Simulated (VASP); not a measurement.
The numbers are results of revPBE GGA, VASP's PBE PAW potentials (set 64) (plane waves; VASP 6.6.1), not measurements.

VASP input:

### INCAR
```
# general
SYSTEM  = Dy
PREC    = Accurate
ENCUT   = 400
LREAL   = .FALSE.
LASPH   = .TRUE.

# electronic loop
EDIFF   = 1E-6
NELM    = 100
ALGO    = Normal
LMAXMIX = 6

# smearing
ISMEAR  = 1
SIGMA   = 0.1

# functional
GGA     = RE

# ions
ISIF    = 2

# output
LWAVE   = .FALSE.
LCHARG  = .FALSE.
```

File POSCAR:
```
Dy
1
    1.7950000000    -3.1090310000     0.0000000000
    1.7950000000     3.1090310000     0.0000000000
    0.0000000000     0.0000000000     5.6500000000
Dy
2
Direct
  0.3333330000   0.6666670000   0.2500000000
  0.6666670000   0.3333330000   0.7500000000
```

File KPOINTS:
```
Automatic mesh
0
Gamma
11 11 6
0 0 0
```

POTCAR, in this order: Dy_3 (PBE.64 set). Program: vasp_std.

What VASP printed:

File OSZICAR:
```
       N       E                     dE             d eps       ncg     rms          rms(c)
DAV:   1     0.419643584907E+02    0.41964E+02   -0.78102E+03  1672   0.103E+03
DAV:   2    -0.581718315926E+01   -0.47782E+02   -0.46729E+02  1714   0.271E+02
DAV:   3    -0.838216115527E+01   -0.25650E+01   -0.23417E+01  2347   0.353E+01
DAV:   4    -0.847749848688E+01   -0.95337E-01   -0.93689E-01  2153   0.721E+00
DAV:   5    -0.848129906133E+01   -0.38006E-02   -0.37985E-02  2402   0.102E+00    0.243E+01
DAV:   6    -0.848590214403E+01   -0.46031E-02   -0.23764E-02  2508   0.146E+00    0.145E+01
DAV:   7    -0.849677573617E+01   -0.10874E-01   -0.43558E-02  2462   0.203E+00    0.247E-01
DAV:   8    -0.849654830352E+01    0.22743E-03   -0.23950E-03  2109   0.410E-01    0.657E-02
DAV:   9    -0.849656944016E+01   -0.21137E-04   -0.22073E-04  2190   0.135E-01    0.329E-02
DAV:  10    -0.849656209978E+01    0.73404E-05   -0.36861E-05  2175   0.485E-02    0.423E-02
DAV:  11    -0.849656346808E+01   -0.13683E-05   -0.44407E-06  1894   0.179E-02    0.106E-03
DAV:  12    -0.849656377073E+01   -0.30264E-06   -0.32543E-07  1092   0.611E-03
   1 F= -.84965638E+01 E0= -.84971270E+01  d E =0.168955E-02
```

OUTCAR:
```
------------------------ aborting loop because EDIFF is reached ----------------------------------------
  FORCE on cell =-STRESS in cart. coord.  units (eV):
  Direction    XX          YY          ZZ          XY          YZ          ZX
  --------------------------------------------------------------------------------------
  Total        0.8369959      0.8369958      0.4459033      0.0000000      0.0000000      0.0000000
  in kB       21.2650292     21.2650264     11.3287855      0.0000000      0.0000000      0.0000000
  external PRESSURE =      17.9529470 kB  Pullay stress =       0.0000000 kB
  volume of cell :       63.06
      direct lattice vectors                 reciprocal lattice vectors
     1.795000000 -3.109031000  0.000000000     0.278551532 -0.160821812  0.000000000
     1.795000000  3.109031000  0.000000000     0.278551532  0.160821812  0.000000000
     0.000000000  0.000000000  5.650000000     0.000000000  0.000000000  0.176991150
 POSITION                                       TOTAL-FORCE (eV/Angst)
 -----------------------------------------------------------------------------------
      1.79500      1.03635      1.41250         0.000000     -0.000000      0.000000
      1.79500     -1.03635      4.23750        -0.000000      0.000000      0.000000
 -----------------------------------------------------------------------------------
    total drift:                                0.000000      0.000101     -0.000011
  FREE ENERGIE OF THE ION-ELECTRON SYSTEM (eV)
  ---------------------------------------------------
  free  energy   TOTEN  =        -8.4965637707 eV

  energy  without entropy=       -8.4982533191  energy(sigma->0) =       -8.49712695
```
(Selected blocks of OUTCAR.)

The 4f electrons are frozen in the core of the lanthanide potential, so 4f levels, which can set the real gap, and their magnetism are missing.

The compound is Dy in the hcp structure. The cell was not relaxed at this level. The run is one of a series of settings (GGA = RE against the base run), some of them coarse on purpose.
